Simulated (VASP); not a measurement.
Data:

```
CELL_PARAMETERS angstrom
      1.84224    -3.19085     0.00000
      1.84224     3.19085     0.00000
      0.00000     0.00000     5.67612
ATOMIC_POSITIONS crystal
  Y  0.33333 0.66667 0.25000
  Y  0.66667 0.33333 0.75000
```

These are r2SCAN meta-GGA, VASP's PBE PAW potentials (set 64) (plane waves; VASP) values and carry that method's errors. Settings: 520 eV cut-off, 13×13×7 Γ-centred mesh, tetrahedra with Blöchl corrections, potentials Y_sv.

Question: Give the energies of bands 9 to 14 at the high-symmetry points, in eV from the Fermi level.

Answer: 
```
band      Γ      M      K      A      L      H
----  -----  -----  -----  -----  -----  -----
9     -4.89  -1.72  -0.76  -3.37  -1.65  -0.44
10    -1.84  -1.18  -0.76  -3.37  -1.65  -0.44
11     0.83  -0.77  -0.66   1.13   0.12  -0.26
12     1.95  -0.29  -0.57   1.13   0.12  -0.26
13     1.95   1.57   1.23   1.85   1.37   0.35
14     2.44   1.62   1.23   1.85   1.37   0.35
```

It has no gap at this level: it comes out as a metal or semimetal.

The compound is Y in the hcp structure. It was relaxed first.
